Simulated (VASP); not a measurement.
Level of theory: PBEsol GGA, VASP's PBE PAW potentials (set 64) (plane waves; VASP).

VASP input:

**INCAR**
```
! general
SYSTEM  = Zr
PREC    = Accurate
ENCUT   = 400   ! plane-wave cut-off (eV)
LREAL   = .FALSE.   ! projection in real space or not
LASPH   = .TRUE.   ! aspherical one-centre terms

! electronic loop
EDIFF   = 1E-6
NELM    = 100
ALGO    = Normal   ! blocked Davidson
LMAXMIX = 4   ! l cut-off of mixed one-centre charges

! smearing
ISMEAR  = 1
SIGMA   = 0.1   ! width (eV)

! functional
GGA     = PS

! ions
IBRION  = 2
NSW     = 60
ISIF    = 3   ! ions, shape and volume
EDIFFG  = -0.01

! output
LWAVE   = .FALSE.
LCHARG  = .FALSE.
```

File KPOINTS:
```
Automatic
0
gamma
 12 12 7
```

**POSCAR**
```
Zr
1
    1.5897709225    -2.7535639584    -0.0000000000
    1.5897709225     2.7535639584     0.0000000000
    0.0000000000     0.0000000000     5.1253340679
Zr
2
Direct
  0.3333330000   0.6666670000   0.2500000000
  0.6666670000   0.3333330000   0.7500000000
```

POTCAR, in this order: Zr_sv (PBE.64 set). Program: vasp_std.

Output of the run:

OSZICAR:
```
       N       E                     dE             d eps       ncg     rms          rms(c)
DAV:   1     0.181652199397E+03    0.18165E+03   -0.12056E+04  2432   0.124E+03
DAV:   2    -0.606226527313E+01   -0.18771E+03   -0.18605E+03  3064   0.372E+02
DAV:   3    -0.187485265790E+02   -0.12686E+02   -0.12590E+02  4648   0.700E+01
DAV:   4    -0.189355984977E+02   -0.18707E+00   -0.18707E+00  2624   0.967E+00
DAV:   5    -0.189400410186E+02   -0.44425E-02   -0.44425E-02  3744   0.104E+00    0.161E+01
DAV:   6    -0.182843105065E+02    0.65573E+00   -0.99702E-01  2544   0.873E+00    0.649E+00
DAV:   7    -0.181522354763E+02    0.13208E+00   -0.66276E-01  3504   0.611E+00    0.115E+00
DAV:   8    -0.181560726634E+02   -0.38372E-02   -0.37576E-02  3280   0.172E+00    0.288E-01
DAV:   9    -0.181563005633E+02   -0.22790E-03   -0.15573E-03  3104   0.400E-01    0.354E-02
DAV:  10    -0.181562716358E+02    0.28928E-04   -0.38359E-05  3616   0.410E-02    0.238E-02
DAV:  11    -0.181562719558E+02   -0.32002E-06   -0.85737E-06  2680   0.382E-02
   1 F= -.18156272E+02 E0= -.18156445E+02  d E =-.181563E+02
```

### OUTCAR
```
------------------------ aborting loop because EDIFF is reached ----------------------------------------
  FORCE on cell =-STRESS in cart. coord.  units (eV):
  Direction    XX          YY          ZZ          XY          YZ          ZX
  --------------------------------------------------------------------------------------
  Total       -0.0054025     -0.0054025      0.0036767      0.0000000     -0.0000000      0.0000000
  in kB       -0.1928960     -0.1928960      0.1312752      0.0000000     -0.0000000      0.0000000
  external PRESSURE =      -0.0848389 kB  Pullay stress =       0.0000000 kB
  volume of cell :       44.87
      direct lattice vectors                 reciprocal lattice vectors
     1.589770923 -2.753563958  0.000000000     0.314510722 -0.181582853  0.000000000
     1.589770923  2.753563958  0.000000000     0.314510722  0.181582853  0.000000000
     0.000000000  0.000000000  5.125334068     0.000000000  0.000000000  0.195109233
 POSITION                                       TOTAL-FORCE (eV/Angst)
 -----------------------------------------------------------------------------------
      1.58977      0.91786      1.28133         0.000000     -0.000000      0.000000
      1.58977     -0.91786      3.84400        -0.000000      0.000000      0.000000
 -----------------------------------------------------------------------------------
    total drift:                                0.000133      0.001121     -0.000019
  FREE ENERGIE OF THE ION-ELECTRON SYSTEM (eV)
  ---------------------------------------------------
  free  energy   TOTEN  =       -18.1562719558 eV

  energy  without entropy=      -18.1567922298  energy(sigma->0) =      -18.15644538

 reached required accuracy - stopping structural energy minimisation
```
(Selected blocks of OUTCAR.)

The compound is Zr in the hcp structure. It was relaxed first. The start is the result of an earlier pass.
